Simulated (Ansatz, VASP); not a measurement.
# Cross-check of TaSi between VASP and Ansatz

Aim: how closely do two programs agree when they are given the same cell, functional and k mesh? The cell is invented: As first built, before any earlier steps moved the atoms (in the runner's words): it takes the TaC structure with some of its atoms replaced by other elements, volume scaled by an estimate. It may not be a known or stable phase. The cell is taken from a series of VASP runs on this material, whose earlier steps may have relaxed, scaled or displaced it; both programs get it as it stands.

Program: Ansatz 0.2.0. Level of theory: plane waves, with VASP 6.6.1 beside it; band structure at HSE03. Results are calculated unless marked as measured.

## (1) Set-up

It takes space group Fm-3m (No. 225, cubic). The conventional cell has a = 5.150 Å, b = 5.150 Å, c = 5.150 Å, α = 90.00°, β = 90.00°, γ = 90.00°. Nearest to Ta lie 6 Si at 2.57 Å. Nearest to Si lie 6 Ta at 2.57 Å. As first built, before any earlier steps moved the atoms (in the runner's words): sites of the TaC structure (space group 225) filled with other elements, volume scaled by an estimate. Farther neighbours are not listed.

## (2) VASP: band structure, HSE03

A single point gives forces, pressure and levels at one fixed geometry, so differences don't come from the geometry; what else differs is listed under the comparison.

Lines of VASP's logs that name or quote its potential files are left out, and so is its time.

The run reads the wave functions of an earlier VASP run, which isn't shown here.

Contents of INCAR:

```
SYSTEM = TaSi
PREC = Accurate
ENCUT = 400
EDIFF = 1E-06
NELM = 100
ISMEAR = 0
SIGMA = 0.02
LREAL = .FALSE.
ALGO = Normal
LHFCALC = .TRUE.
AEXX = 0.25
GGA = PE
HFSCREEN = 0.3
LASPH = .TRUE.
PRECFOCK = Fast
LORBIT = 11
LWAVE = .FALSE.
LCHARG = .FALSE.
KPAR = 4
```

Contents of POSCAR:

```
TaSi
1.0
    0.0000000000      2.5749683672      2.5749683672
    2.5749683672      0.0000000000      2.5749683672
    2.5749683672      2.5749683672      0.0000000000
Ta Si
1 1
Direct
    0.0000000000      0.0000000000      0.0000000000
    0.5000000000      0.5000000000      0.5000000000
```

Contents of KPOINTS:

```
Automatic mesh
0
Gamma
5 5 5
0 0 0
```

Contents of KPOINTS_OPT:

```
Line mode
10
Line-mode
Reciprocal
  0.00000000   0.00000000   0.00000000 GAMMA
  0.50000000   0.00000000   0.50000000 X

  0.50000000   0.00000000   0.50000000 X
  0.50000000   0.25000000   0.75000000 W

  0.50000000   0.25000000   0.75000000 W
  0.37500000   0.37500000   0.75000000 K

  0.37500000   0.37500000   0.75000000 K
  0.00000000   0.00000000   0.00000000 GAMMA

  0.00000000   0.00000000   0.00000000 GAMMA
  0.50000000   0.50000000   0.50000000 L

  0.50000000   0.50000000   0.50000000 L
  0.62500000   0.25000000   0.62500000 U

  0.62500000   0.25000000   0.62500000 U
  0.50000000   0.25000000   0.75000000 W

  0.50000000   0.25000000   0.75000000 W
  0.50000000   0.50000000   0.50000000 L

  0.50000000   0.50000000   0.50000000 L
  0.37500000   0.37500000   0.75000000 K

  0.62500000   0.25000000   0.62500000 U
  0.50000000   0.00000000   0.50000000 X
```

PAW data sets: Ta_pv and Si (PBE family, release 64).

The run is started by

```sh
mpirun -np 4 vasp_std
```

Numbers of over 12 decimals in the logs are rounded to 6 here.

Log:

```text
[banner, memory and clock lines left out]
running    4 mpi-ranks, on    1 nodes
 distrk:  each k-point on    1 cores,    4 groups
 distr:  one band on    1 cores,    1 groups

 POSCAR found type information on POSCAR TaSi
 POSCAR found :  2 types and       2 ions
 LDA part: xc-table for (Slater+PW92), standard interpolation
 found WAVECAR, reading the header
 POSCAR, INCAR and KPOINTS ok, starting setup
 FFT: planning ... GRIDC
 FFT: planning ... GRID_SOFT
 FFT: planning ... GRID
 reading WAVECAR
 the WAVECAR file was read successfully
 initial charge from wavefunction
 entering main loop
       N       E                     dE             d eps       ncg     rms          rms(c)
DAV:   1    -0.193772976026E+02   -0.19377E+02   -0.29527E-01   220   0.477E+00    0.283E+00
DAV:   2    -0.193752732800E+02    0.20243E-02   -0.95913E-03   234   0.115E+00    0.173E+00
DAV:   3    -0.193740525623E+02    0.12207E-02   -0.33566E-03   229   0.531E-01    0.998E-01
DAV:   4    -0.193739571824E+02    0.95380E-04   -0.51452E-04   238   0.165E-01    0.568E-01
DAV:   5    -0.193739096881E+02    0.47494E-04   -0.58457E-05   252   0.463E-02    0.321E-01
DAV:   6    -0.193738960101E+02    0.13678E-04   -0.22155E-05   235   0.271E-02    0.179E-01
DAV:   7    -0.193738942257E+02    0.17844E-05   -0.58503E-06   235   0.141E-02    0.991E-02
DAV:   8    -0.193738941298E+02    0.95805E-07   -0.95406E-07   116   0.697E-03
   1 F= -.19373894E+02 E0= -.19373273E+02  d E =-.124254E-02
 Start KPOINTS_OPT (optional k-point list driver)
k-point batch [1-10\100]
       N       E                     dE             ncg
DAV:   1    -0.592787993812E+03   -0.30047E+04      220
DAV:   2    -0.151403941991E+04   -0.92125E+03      253
DAV:   3    -0.155768319233E+04   -0.43644E+02      244
DAV:   4    -0.155999023594E+04   -0.23070E+01      310
DAV:   5    -0.156020366785E+04   -0.21343E+00      255
DAV:   6    -0.156021880198E+04   -0.15134E-01      290
DAV:   7    -0.156022012417E+04   -0.13222E-02      247
DAV:   8    -0.156022025859E+04   -0.13442E-03      274
DAV:   9    -0.156022027284E+04   -0.14248E-04      212
DAV:  10    -0.156022027439E+04   -0.15559E-05      202
DAV:  11    -0.156022027457E+04   -0.17202E-06      164
[...]
k-point batch [91-100\100]
       N       E                     dE             ncg
DAV:   1    -0.759261693607E+03   -0.59395E+04      220
DAV:   2    -0.154846374037E+04   -0.78920E+03      256
DAV:   3    -0.158342078784E+04   -0.34957E+02      292
DAV:   4    -0.158534800836E+04   -0.19272E+01      302
DAV:   5    -0.158548654211E+04   -0.13853E+00      296
DAV:   6    -0.158549802575E+04   -0.11484E-01      287
DAV:   7    -0.158549902651E+04   -0.10008E-02      273
DAV:   8    -0.158549912177E+04   -0.95257E-04      281
DAV:   9    -0.158549913152E+04   -0.97533E-05      235
DAV:  10    -0.158549913253E+04   -0.10102E-05      174
DAV:  11    -0.158549913264E+04   -0.10919E-06      164
```

From OUTCAR (step 2):

```text
ion  position               nearest neighbor table
   1  0.000  0.000  0.000-   2 2.57   2 2.57   2 2.57   2 2.57   2 2.57   2 2.57
   2  0.500  0.500  0.500-   1 2.57   1 2.57   1 2.57   1 2.57   1 2.57   1 2.57

  LATTYP: Found a face centered cubic cell.
 ALAT       =     5.1499367344

 Subroutine GETGRP returns: Found 48 space group operations
 (whereof 48 operations were pure point group operations)

The static configuration has the point symmetry O_h .

 Found     10 irreducible k-points:

   k-points           NKPTS =     10   k-points in BZ     NKDIM =    125   number of bands    NBANDS=     11

   dimension x,y,z NGX =    24 NGY =   24 NGZ =   24
   dimension x,y,z NGXF=    48 NGYF=   48 NGZF=   48

   ENCUT  =  400.0 eV  29.40 Ry    5.42 a.u.   5.94  5.94  5.94*2*pi/ulx,y,z

   NELECT =      15.0000    total number of electrons

 k-points in reciprocal lattice and weights: Automatic mesh
   0.00000000  0.00000000  0.00000000       0.008
   0.20000000  0.00000000  0.00000000       0.064
   0.40000000  0.00000000  0.00000000       0.064
   0.20000000  0.20000000  0.00000000       0.048
   0.40000000  0.20000000  0.00000000       0.192
  -0.40000000  0.20000000  0.00000000       0.192
  -0.20000000  0.20000000  0.00000000       0.096
   0.40000000  0.40000000  0.00000000       0.048
  -0.40000000  0.40000000  0.00000000       0.096
  -0.40000000  0.40000000  0.20000000       0.192

  exchange ACFDT corr.  =         0.00000000  see jH, gK, PRB 81, 115126

 average (electrostatic) potential at core
       1 -31.5933       2 -78.0145

 E-fermi :   7.0006

 k-point     1 :       0.0000    0.0000    0.0000
  band No.  band energies     occupation
    ...
      5       5.9931      2.00000
      6       5.9931      2.00000
      7       5.9932      2.00000
      8       6.6294      2.00000
      9       6.6294      2.00000
     10       9.8095      0.00000
     11       9.8095      0.00000

 k-point     2 :       0.2000    0.0000    0.0000
  band No.  band energies     occupation
    ...
      5       4.2812      2.00000
      6       4.9977      2.00000
      7       4.9977      2.00000
      8       6.9208      2.00000
      9       6.9208      2.00000
     10       9.3414      0.00000
     11      12.2669      0.00000

 k-point     3 :       0.4000    0.0000    0.0000
  band No.  band energies     occupation
    ...
      3     -30.1080      2.00000
      4      -2.2818      2.00000
      5       1.0649      2.00000
      6       3.7251      2.00000
      7       3.7251      2.00000
      8       8.8120      0.00000
      9       8.8120      0.00000
     10       9.7195      0.00000
     11      12.8468      0.00000

  energy-cutoff  :      400.00
  volume of cell :       34.15
      direct lattice vectors                 reciprocal lattice vectors
     0.000000000  2.574968367  2.574968367    -0.194177143  0.194177143  0.194177143
     2.574968367  0.000000000  2.574968367     0.194177143 -0.194177143  0.194177143
     2.574968367  2.574968367  0.000000000     0.194177143  0.194177143 -0.194177143

 POSITION                                       TOTAL-FORCE (eV/Angst)
 -----------------------------------------------------------------------------------
      0.00000      0.00000      0.00000         0.000000     -0.000000      0.000000
      2.57497      2.57497      2.57497        -0.000000      0.000000     -0.000000
 -----------------------------------------------------------------------------------
    total drift:                                0.000028      0.000039     -0.000017

  FREE ENERGIE OF THE ION-ELECTRON SYSTEM (eV)
  ---------------------------------------------------
  free  energy   TOTEN  =       -19.3738941298 eV

  energy  without entropy=      -19.3726515943  energy(sigma->0) =      -19.37327286

 total charge
# of ion       s       p       d       tot
------------------------------------------
    1        0.286   6.156   2.349   8.791
    2        0.790   1.029   0.000   1.819
--------------------------------------------------
tot          1.076   7.185   2.349  10.610

[... 3 further parts left out ...]
```

The k-mesh is coarse for exact exchange; levels may shift by about 0.1 eV on a finer one.

(Continued in part 2 of 2.)

[Lines on the potential files, build, host, timing and source positions are cut from VASP's logs without a mark.]

[Logs are printed without paths, hosts, clocks, repeated set-up lines and the standing remarks that a program may print on its own settings, such as how far it seeks lower states.]

[Hosts, paths, dates, database ids (printed as entryN), source tags and the programs' standing remarks are cut or masked in the printed files.]
